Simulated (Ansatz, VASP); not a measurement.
# SnTe in two plane-wave programs, part 2 of 2

Wanted: the spread between two codes on one cell, functional and k mesh. The cell is taken from a series of runs on this material, whose earlier steps may have relaxed, scaled, displaced or heated it; both programs get it as it stands.

VASP 6.6.1 and Ansatz 0.2.0.

So far: The structure; VASP: zone-centre phonons, PBE with D3(BJ); Ansatz: zone-centre phonons, PBE with D3(BJ); Differences.

**5. VASP: zone-centre phonons, PBE**

Level of this step: PBE; plane waves and PAW (Sn_d, Te) (VASP).

Second derivatives magnify differences that forces hide, and they need a tight electronic threshold. The cell compared in this pair holds 65.93 Å³, against 62.77 Å³ for the pair before.

File INCAR:

```
SYSTEM = SnTe
PREC = Accurate
ENCUT = 500
EDIFF = 1E-08
NELM = 120
ISMEAR = 0
SIGMA = 0.01
LREAL = .FALSE.
ALGO = Normal
GGA = PE
NBANDS = 16
LORBIT = 11
LWAVE = .FALSE.
LCHARG = .FALSE.
ISIF = 2
IBRION = 8
LASPH = .TRUE.
GGA_COMPAT = .FALSE.
KPAR = 2
```

File POSCAR:

```
SnTe
1.0
    0.0000000000      3.2064656825      3.2064656825
    3.2064656825      0.0000000000      3.2064656825
    3.2064656825      3.2064656825      0.0000000000
Sn Te
1 1
Direct
    0.0000000000      0.0000000000      0.0000000000
    0.5000000000      0.5000000000      0.5000000000
```

File KPOINTS:

```
Automatic mesh
0
Gamma
8 8 8
0 0 0
```

PAW data sets: Sn_d and Te (PBE family, release 64).

Command:

```sh
$ mpirun -np 2 vasp_std
```

Numbers of over 12 decimals in the logs are rounded to 6 here.

What it wrote:

```text
[... set-up lines as in an earlier step ...]
 entering main loop
       N       E                     dE             d eps       ncg     rms          rms(c)
DAV:   1     0.123477989798E+03    0.12348E+03   -0.93419E+03   928   0.134E+03
DAV:   2     0.299704500780E+01   -0.12048E+03   -0.11754E+03   968   0.339E+02
DAV:   3    -0.734089345988E+01   -0.10338E+02   -0.10314E+02  1192   0.894E+01
DAV:   4    -0.761846475644E+01   -0.27757E+00   -0.27751E+00  1120   0.161E+01
[...]
DAV:  15    -0.756376925929E+01   -0.38277E-07   -0.19419E-08  1112   0.824E-04    0.101E-03
DAV:  16    -0.756376930404E+01   -0.44756E-07   -0.15890E-09   632   0.363E-04    0.935E-05
DAV:  17    -0.756376930192E+01    0.21214E-08   -0.24370E-10   584   0.152E-04
   1 F= -.75637693E+01 E0= -.75637693E+01  d E =-.492934E-07
 Linear response reoptimize wavefunctions to high precision
DAV:   1    -0.756376929939E+01    0.25298E-08   -0.41972E-11   688   0.712E-05
DAV:   2    -0.756376929941E+01   -0.18190E-10   -0.12852E-11   592   0.384E-05
 Linear response DOF=           2
 Linear response progress:
[...]
RMM:  11    -0.220291356760E+00    0.24348E-06    0.31768E-07  3724   0.136E-04    0.618E-05
RMM:  12    -0.220291340024E+00    0.16736E-07    0.17920E-07  3549   0.860E-05    0.228E-05
RMM:  13    -0.220291332144E+00    0.78801E-08    0.94295E-08  4094   0.407E-05    0.597E-06
 first order change of Fermi-energy   0.71833E-04
 force on displaced ion       1 direction 1 :   0.919   0.000   0.000
 Linear response progress:
  Degree of freedom:   2/  2
       N       E                     dE             d eps       ncg     rms          rms(c)
RMM:   1    -0.471976918815E-01   -0.47198E-01    0.69154E-02  3944   0.828E-01
RMM:   2    -0.480816855334E-01   -0.88399E-03   -0.19214E-03  3525   0.204E-01    0.525E-02
RMM:   3    -0.483378475969E-01   -0.25616E-03   -0.15721E-04  3587   0.564E-02    0.428E-02
RMM:   4    -0.486865928279E-01   -0.34875E-03   -0.31786E-05  3490   0.305E-02    0.645E-03
[...]
RMM:  11    -0.487178910739E-01   -0.39040E-07    0.70547E-08  3614   0.115E-05    0.388E-06
RMM:  12    -0.487179158690E-01   -0.24795E-07   -0.32458E-08  3464   0.530E-06    0.348E-06
RMM:  13    -0.487179125139E-01    0.33551E-08    0.27935E-09  2482   0.232E-06    0.108E-06
 first order change of Fermi-energy   0.20252E-03
 force on displaced ion       2 direction 1 :   0.935   0.000   0.000
 Linear response finished
```

From OUTCAR (step 5):

```text
  Total       -0.0087697     -0.0087697     -0.0087697     -0.0000000      0.0000000      0.0000000
  in kB       -0.2131010     -0.2131010     -0.2131010     -0.0000000      0.0000000      0.0000000
  external PRESSURE =      -0.2131010 kB  Pullay stress =       0.0000000 kB

 POSITION                                       TOTAL-FORCE (eV/Angst)
 -----------------------------------------------------------------------------------
      0.00000      0.00000      0.00000        -0.000000     -0.000000     -0.000000
      3.20647      3.20647      3.20647         0.000000      0.000000      0.000000
 -----------------------------------------------------------------------------------
    total drift:                               -0.000000      0.000000      0.000000

[... 1 part as in an earlier step ...]

[... 1 further part left out ...]
```

**6. Ansatz: zone-centre phonons, PBE**

The same cell, functional, mesh and smearing now go to Ansatz, which takes its cutoff from its data sets.

The cell is taken from a series of runs on this material, whose earlier steps may have relaxed, scaled, displaced or heated it; both programs get it as it stands.

File input.yaml:

```yaml
crystal:
  lattice:
    - [0.0, 3.2064656825, 3.2064656825]
    - [3.2064656825, 0.0, 3.2064656825]
    - [3.2064656825, 3.2064656825, 0.0]
  atoms:
    - { symbol: Sn, position: [0.0, 0.0, 0.0] }
    - { symbol: Te, position: [0.5, 0.5, 0.5] }
kpoints:
  mp_grid: { grid: [8, 8, 8] }
hamiltonian:
  xc: pbe
scf:
  occupations: { method: gaussian, width: 0.01 }
output:
  eigenvalues: true
phonons:
  method: dfpt
```

Command:

```sh
$ ansatz run input.yaml --threads 4 --pin off --max-ram 16384MiB --backend cpu --events-out ev --progress --plain --runs-dir out
```

What it wrote:

```text
[...]
Crystal: 2 atoms, lattice volume = 65.934 Å³
Basis set: ecut = 420 eV, 1243 PW (Γ), exchange–correlation on 64×64×64 points (8 copies of the dense FFT grid, shifted against one another)
Bands: 19, of which v1, the nominal top of the filled ones, is band 15 counted from 1 (14 counted from 0)
Symmetry: 48 space group operations
k-points: 59 of 512 (irreducible under 8 space group operations, time reversal used)
[...]
k-point 1: bands = [... 11 lower, 3.4478, 6.9305, 6.9305, 7.3028, 11.5264, 11.5264, 11.5345, 13.7122]
  k-point 2: bands = [... 11 lower, 2.3268, 7.0117, 7.0117, 7.9190, 10.4950, 10.4950, 10.5003, 14.1023]
  k-point 58: bands = [... 11 lower, 1.7037, 4.4055, 4.4055, 8.0906, 9.7598, 13.4996, 13.4996, 14.7824]
[...]
ASR residual: 1.533e-4 → 0.000e0 eV/Å²; symmetrization residual: 8.677e-5 eV/Å²
  ASR residual per site (eV/Å²): 8.77e-5 1.53e-4
  Γ frequencies (cm⁻¹): -67.40 -67.40 -67.40 0.00 0.00 0.00
[...]
[key lines of the parts left out:]
SCF converged after 10 iterations
Free energy (F): -13004.745209 eV
Fermi energy:    8.928012 eV
```

**7. Side by side**

What differs besides the data sets and the points named for the pairs above, as far as they apply: the data sets hold 30 valence electrons in Ansatz (on its default PAW (the set named soft_2) files) and 20 in VASP. Total energies have different zeros and are not compared.

Both answers:

```csv
quantity,Ansatz,VASP,difference
"optical mode 1 to 3 (imaginary, printed as negative) (cm⁻¹)",-67.4,-64.0,-3.4
```

Modes are paired by rising frequency, not by their patterns, so a pair may set unlike modes beside each other; they are those without the splitting of longitudinal modes.

**8. Outcome**

| Property | Result |
| --- | --- |
| r.m.s. difference of the optical zone-centre modes, each program's sorted by frequency (zone-centre phonons, PBE with D3(BJ)) | 4.2 cm⁻¹ |
| r.m.s. difference of the optical zone-centre modes, each program's sorted by frequency (zone-centre phonons, PBE) | 3.4 cm⁻¹ |

The r.m.s. difference of the optical zone-centre modes, each program's sorted by frequency is 4.2 cm⁻¹ (zone-centre phonons, PBE with D3(BJ)). The data sets hold unlike numbers of valence electrons (30 in Ansatz and 20 in VASP), so part of the differences comes from the potentials. 1 further run of this series is not shown here. Such differences can come from data sets, numerical settings and the points named under the comparisons, not from the functional's error against experiment.

[Lines on the potential files, build, host, timing and source positions are cut from VASP's logs without a mark.]

[Logs are printed without paths, hosts, clocks, repeated set-up lines and the standing remarks that a program may print on its own settings, such as how far it seeks lower states.]

[Hosts, paths, dates, database ids (printed as entryN), source tags and the programs' standing remarks are cut or masked in the printed files.]
